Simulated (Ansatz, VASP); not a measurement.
# Ru (Ruthenium): VASP beside Ansatz

Aim: how closely do two programs agree when they are given the same cell, functional and k mesh? The cell is taken from a series of runs on this material, whose earlier steps may have relaxed, scaled, displaced or heated it; both programs get it as it stands.

Method: plane waves, with VASP 6.6.1 beside it; zone-centre phonons at PBEsol, in Ansatz 0.2.0.

**1. Set-up**

Symmetry: P6_3/mmc, No. 194, hexagonal system. Conventional cell: a = 2.709 Å, b = 2.709 Å, c = 4.275 Å, α = 90.00°, β = 90.00°, γ = 120.00°. Ru has 12 Ru at 2.65 to 2.71 Å nearest.

Coordinates:

```cif
data_structure
_symmetry_space_group_name_H-M 'P6_3/mmc'
_symmetry_Int_Tables_number 194
_cell_length_a 2.7091
_cell_length_b 2.7091
_cell_length_c 4.2748
_cell_angle_alpha 90.000
_cell_angle_beta 90.000
_cell_angle_gamma 120.000
_cell_volume 27.17
loop_
_atom_site_label
_atom_site_type_symbol
_atom_site_symmetry_multiplicity
_atom_site_Wyckoff_symbol
_atom_site_fract_x
_atom_site_fract_y
_atom_site_fract_z
_atom_site_occupancy
Ru1 Ru 2 c 0.33333 0.66667 0.25000 1
```

**2. VASP: zone-centre phonons, PBEsol**

Second derivatives magnify differences that forces hide, and they need a tight electronic threshold.

Lines of VASP's logs that name or quote its potential files are left out, and so is its time.

Input file INCAR:

```
SYSTEM = Ru
PREC = Accurate
ENCUT = 500
EDIFF = 1E-08
NELM = 120
ISMEAR = 1
SIGMA = 0.2
LREAL = .FALSE.
ALGO = Normal
GGA = PS
NBANDS = 20
LASPH = .TRUE.
LORBIT = 11
LWAVE = .FALSE.
LCHARG = .FALSE.
ISIF = 2
IBRION = 8
GGA_COMPAT = .FALSE.
KPAR = 2
```

Input file POSCAR:

```
Ru
1.0
    2.7091396988      0.0000000000      0.0000000000
   -1.3545698494      2.3461838016      0.0000000000
    0.0000000000      0.0000000000      4.2748419146
Ru
2
Direct
    0.3333333333      0.6666666667      0.2500000000
    0.6666666667      0.3333333333      0.7500000000
```

Input file KPOINTS:

```
Automatic mesh
0
Gamma
18 18 12
0 0 0
```

Potentials, in the order of the species: Ru_pv (PBE family, release 64).

Launch:

```
> mpirun -np 2 vasp_std
```

Numbers of over 12 decimals in the logs are rounded to 6 here.

What it wrote:

```text
[banner, memory and clock lines left out]
running    2 mpi-ranks, on    1 nodes
 distrk:  each k-point on    1 cores,    2 groups
 distr:  one band on    1 cores,    1 groups

 POSCAR found type information on POSCAR Ru
 POSCAR found :  1 types and       2 ions
|                                                                             |
|               ----> ADVICE to this user running VASP <----                  |
|                                                                             |
|     You enforced a specific xc type in the INCAR file but a different       |
|     [... a line on the potential file left out ...]
|     I HOPE YOU KNOW WHAT YOU ARE DOING!                                     |
|                                                                             |

 LDA part: xc-table for (Slater+PW92), standard interpolation
 POSCAR, INCAR and KPOINTS ok, starting setup
 FFT: planning ... GRIDC
 FFT: planning ... GRID_SOFT
 FFT: planning ... GRID
 WAVECAR not read
 entering main loop
       N       E                     dE             d eps       ncg     rms          rms(c)
DAV:   1     0.278298119484E+03    0.27830E+03   -0.17403E+04 10400   0.152E+03
DAV:   2    -0.161734219352E+02   -0.29447E+03   -0.28614E+03 10648   0.453E+02
DAV:   3    -0.219048960949E+02   -0.57315E+01   -0.56896E+01 11888   0.706E+01
DAV:   4    -0.219491897761E+02   -0.44294E-01   -0.44252E-01 13488   0.584E+00
DAV:   5    -0.219497916802E+02   -0.60190E-03   -0.60040E-03 11576   0.587E-01    0.193E+01
DAV:   6    -0.204263108123E+02    0.15235E+01   -0.35813E+00 12088   0.189E+01    0.475E+00
DAV:   7    -0.203408856297E+02    0.85425E-01   -0.56370E-01 11920   0.546E+00    0.950E-01
DAV:   8    -0.203329859839E+02    0.78996E-02   -0.24346E-02 11580   0.115E+00    0.397E-01
DAV:   9    -0.203313507320E+02    0.16353E-02   -0.26983E-03 11844   0.585E-01    0.447E-02
DAV:  10    -0.203313376487E+02    0.13083E-04   -0.17233E-04 11604   0.134E-01    0.229E-02
DAV:  11    -0.203313400678E+02   -0.24191E-05   -0.49098E-06 12156   0.206E-02    0.115E-03
DAV:  12    -0.203313399944E+02    0.73434E-07   -0.11209E-07 11812   0.305E-03    0.106E-03
DAV:  13    -0.203313400071E+02   -0.12740E-07   -0.27254E-09  7696   0.502E-04    0.372E-04
DAV:  14    -0.203313400099E+02   -0.27771E-08   -0.40637E-10  7296   0.194E-04
   1 F= -.20331340E+02 E0= -.20331467E+02  d E =0.381419E-03
 Linear response reoptimize wavefunctions to high precision
DAV:   1    -0.203313400114E+02   -0.15439E-08   -0.74201E-11  7056   0.876E-05
DAV:   2    -0.203313400114E+02   -0.21373E-10   -0.70022E-12  6900   0.239E-05
 Linear response DOF=           2
 Linear response progress:
  Degree of freedom:   1/  2
       N       E                     dE             d eps       ncg     rms          rms(c)
RMM:   1    -0.517491921414E+00   -0.51749E+00    0.29256E+00 46347   0.595E+01
RMM:   2    -0.618241756027E+00   -0.10075E+00   -0.11578E-01 63644   0.288E+00    0.148E-01
RMM:   3    -0.616874330858E+00    0.13674E-02   -0.34908E-03 74166   0.493E-01    0.670E-02
RMM:   4    -0.615471693801E+00    0.14026E-02   -0.54223E-04 74038   0.179E-01    0.253E-02
RMM:   5    -0.615279242841E+00    0.19245E-03   -0.45594E-05 87530   0.449E-02    0.103E-02
RMM:   6    -0.615175167780E+00    0.10408E-03   -0.41277E-05 77665   0.133E-02    0.658E-03
RMM:   7    -0.615166083617E+00    0.90842E-05   -0.35193E-05 77195   0.777E-03    0.731E-04
RMM:   8    -0.615185085721E+00   -0.19002E-04   -0.22880E-05 95944   0.254E-03    0.329E-04
RMM:   9    -0.615192446247E+00   -0.73605E-05   -0.12540E-05 88601   0.105E-03    0.756E-05
RMM:  10    -0.615193016424E+00   -0.57018E-06   -0.67144E-06101542   0.604E-04    0.198E-05
RMM:  11    -0.615193399547E+00   -0.38312E-06   -0.37126E-06 90783   0.396E-04    0.849E-06
RMM:  12    -0.615193372459E+00    0.27088E-07   -0.22655E-06 98416   0.299E-04    0.346E-06
RMM:  13    -0.615193319194E+00    0.53265E-07   -0.13132E-06102830   0.245E-04    0.169E-06
RMM:  14    -0.615193355338E+00   -0.36144E-07   -0.65281E-07 95062   0.219E-04    0.572E-07
RMM:  15    -0.615193351594E+00    0.37435E-08   -0.31580E-07 93181   0.201E-04    0.746E-07
RMM:  16    -0.615193362614E+00   -0.11020E-07   -0.13613E-07 91119   0.191E-04    0.436E-07
RMM:  17    -0.615193368668E+00   -0.60543E-08    0.32370E-08 92773   0.185E-04    0.116E-07
 first order change of Fermi-energy  -0.19267E-06
 force on displaced ion       1 direction 1 :  -7.544   0.001   0.000
 Linear response progress:
  Degree of freedom:   2/  2
       N       E                     dE             d eps       ncg     rms          rms(c)
RMM:   1    -0.630351416818E+00   -0.63035E+00    0.33987E+00 15981   0.602E+01
RMM:   2    -0.742978418501E+00   -0.11263E+00   -0.12897E-01 22088   0.300E+00    0.147E-01
RMM:   3    -0.742841826524E+00    0.13659E-03   -0.24440E-03 25768   0.464E-01    0.745E-02
RMM:   4    -0.742040607952E+00    0.80122E-03   -0.52557E-04 25268   0.173E-01    0.226E-02
RMM:   5    -0.741890006554E+00    0.15060E-03    0.35063E-05 29641   0.537E-02    0.146E-02
RMM:   6    -0.741825828199E+00    0.64178E-04   -0.51835E-05 26572   0.173E-02    0.109E-02
RMM:   7    -0.741769466809E+00    0.56361E-04   -0.39100E-05 25357   0.106E-02    0.244E-03
RMM:   8    -0.741758077003E+00    0.11390E-04   -0.34635E-06 30103   0.409E-03    0.695E-04
RMM:   9    -0.741765239659E+00   -0.71627E-05   -0.32541E-06 28803   0.166E-03    0.928E-05
RMM:  10    -0.741765409635E+00   -0.16998E-06    0.13197E-06 29147   0.730E-04    0.430E-05
RMM:  11    -0.741766534615E+00   -0.11250E-05    0.10495E-06 32521   0.424E-04    0.116E-05
RMM:  12    -0.741767108994E+00   -0.57438E-06   -0.16586E-06 31392   0.291E-04    0.396E-06
RMM:  13    -0.741766988434E+00    0.12056E-06    0.46545E-07 34811   0.225E-04    0.179E-06
RMM:  14    -0.741767156783E+00   -0.16835E-06   -0.59440E-07 33719   0.190E-04    0.201E-06
RMM:  15    -0.741767172928E+00   -0.16145E-07   -0.59292E-07 30883   0.173E-04    0.336E-06
RMM:  16    -0.741767160432E+00    0.12496E-07   -0.17424E-07 32205   0.165E-04    0.941E-07
RMM:  17    -0.741767211673E+00   -0.51241E-07   -0.43238E-07 34158   0.156E-04    0.481E-07
RMM:  18    -0.741767197916E+00    0.13756E-07   -0.15401E-07 31677   0.151E-04    0.330E-07
RMM:  19    -0.741767221710E+00   -0.23794E-07   -0.29838E-07 30518   0.149E-04    0.309E-07
RMM:  20    -0.741767213612E+00    0.80985E-08   -0.16492E-07 27633   0.147E-04    0.310E-07
RMM:  21    -0.741767217551E+00   -0.39390E-08   -0.22049E-07 25665   0.146E-04    0.485E-08
 first order change of Fermi-energy   0.10497E-03
 force on displaced ion       1 direction 3 :   0.000   0.000 -12.293
 Linear response finished
```

OUTCAR, selected parts (step 2):

```text
ion  position               nearest neighbor table
   1  0.333  0.667  0.250-   2 2.65   2 2.65   2 2.65   2 2.65   2 2.65   2 2.65
   2  0.667  0.333  0.750-   1 2.65   1 2.65   1 2.65   1 2.65   1 2.65   1 2.65

  LATTYP: Found a hexagonal cell.
 ALAT       =     2.7091396988
 C/A-ratio  =     1.5779333626

 Subroutine GETGRP returns: Found 24 space group operations
 (whereof 12 operations were pure point group operations)

The static configuration has the point symmetry D_3d.
 The point group associated with its full space group is D_6h.

 Found    259 irreducible k-points:

   k-points           NKPTS =    259   k-points in BZ     NKDIM =    259   number of bands    NBANDS=     20

   dimension x,y,z NGX =    20 NGY =   20 NGZ =   32
   dimension x,y,z NGXF=    40 NGYF=   40 NGZF=   64

   ENCUT  =  500.0 eV  36.75 Ry    6.06 a.u.   4.94  4.94  7.79*2*pi/ulx,y,z

   NELECT =      28.0000    total number of electrons

 k-points in reciprocal lattice and weights: Automatic mesh
   0.00000000  0.00000000  0.00000000       0.000
   0.05555556 -0.00000000  0.00000000       0.002
   0.11111111 -0.00000000  0.00000000       0.002
   0.16666667  0.00000000  0.00000000       0.002
   0.22222222 -0.00000000  0.00000000       0.002
   0.27777778  0.00000000  0.00000000       0.002
   0.33333333 -0.00000000  0.00000000       0.002
   0.38888889 -0.00000000  0.00000000       0.002
   0.44444444 -0.00000000  0.00000000       0.002
[...]
0.33333333  0.27777778  0.50000000       0.003
   0.33333333  0.33333333  0.50000000       0.001

 average (electrostatic) potential at core
       1 -67.1472       2 -67.1472

  Total       -1.1292368     -1.1292368     -1.1300431      0.0000000      0.0000000      0.0000000
  in kB      -66.5858755    -66.5858755    -66.6334214      0.0000000      0.0000000      0.0000000
  external PRESSURE =     -66.6017241 kB  Pullay stress =       0.0000000 kB

  energy-cutoff  :      500.00
  volume of cell :       27.17
      direct lattice vectors                 reciprocal lattice vectors
     2.709139699  0.000000000  0.000000000     0.369120869  0.213112033  0.000000000
    -1.354569849  2.346183802  0.000000000     0.000000000  0.426224066  0.000000000
     0.000000000  0.000000000  4.274841915     0.000000000  0.000000000  0.233926779

 POSITION                                       TOTAL-FORCE (eV/Angst)
 -----------------------------------------------------------------------------------
     -0.00000      1.56412      1.06871        -0.000000     -0.000000      0.000000
      1.35457      0.78206      3.20613         0.000000      0.000000      0.000000
 -----------------------------------------------------------------------------------
    total drift:                               -0.000000      0.000000     -0.000000

 Eigenvectors and eigenvalues of the dynamical matrix
 ----------------------------------------------------

   1 f  =    7.710438 THz    48.446109 2PiTHz  257.192517 cm-1    31.887794 meV
             X         Y         Z           dx          dy          dz
     -0.000000  1.564123  1.068710     0.000000    0.000000    0.707107
      1.354570  0.782061  3.206131     0.000000   -0.000000   -0.707107

   2 f  =    6.040420 THz    37.953078 2PiTHz  201.486725 cm-1    24.981159 meV
             X         Y         Z           dx          dy          dz
     -0.000000  1.564123  1.068710    -0.000001    0.707107    0.000000
      1.354570  0.782061  3.206131     0.000001   -0.707107    0.000000

   3 f  =    6.040420 THz    37.953078 2PiTHz  201.486725 cm-1    24.981159 meV
             X         Y         Z           dx          dy          dz
     -0.000000  1.564123  1.068710    -0.707107   -0.000001   -0.000000
      1.354570  0.782061  3.206131     0.707107    0.000001   -0.000000

   4 f  =    0.000000 THz     0.000000 2PiTHz    0.000003 cm-1     0.000000 meV
             X         Y         Z           dx          dy          dz
     -0.000000  1.564123  1.068710    -0.667991   -0.218439    0.077926
      1.354570  0.782061  3.206131    -0.667991   -0.218439    0.077926

   5 f  =    0.000000 THz     0.000000 2PiTHz    0.000001 cm-1     0.000000 meV
             X         Y         Z           dx          dy          dz
     -0.000000  1.564123  1.068710     0.202347   -0.432822    0.521268
      1.354570  0.782061  3.206131     0.202347   -0.432822    0.521268

   6 f/i=    0.000000 THz     0.000000 2PiTHz    0.000002 cm-1     0.000000 meV
             X         Y         Z           dx          dy          dz
     -0.000000  1.564123  1.068710    -0.113331    0.514732    0.471388
      1.354570  0.782061  3.206131    -0.113331    0.514732    0.471388

 ELASTIC MODULI CONTR FROM IONIC RELAXATION (kBar)
 Direction    XX          YY          ZZ          XY          YZ          ZX
 --------------------------------------------------------------------------------
 XX         -52.7815     52.7815      0.0000     -0.0000      0.0000      0.0000
 YY          52.7815    -52.7815     -0.0000      0.0000      0.0000      0.0000
 ZZ           0.0000     -0.0000     -0.0000      0.0000      0.0000      0.0000
 XY          -0.0000      0.0000      0.0000    -52.7815      0.0000      0.0000
 YZ           0.0000      0.0000      0.0000      0.0000      0.0000      0.0000
 ZX           0.0000      0.0000      0.0000      0.0000      0.0000      0.0000
 --------------------------------------------------------------------------------
```

The PAW data sets were made with PBE, which is usual practice but a small mismatch for other functionals.

(Part 1 of 2 ends here.)

[Lines on the potential files, build, host, timing and source positions are cut from VASP's logs without a mark.]

[Logs are printed without paths, hosts, clocks, repeated set-up lines and the standing remarks that a program may print on its own settings, such as how far it seeks lower states.]

[Hosts, paths, dates, database ids (printed as entryN), source tags and the programs' standing remarks are cut or masked in the printed files.]
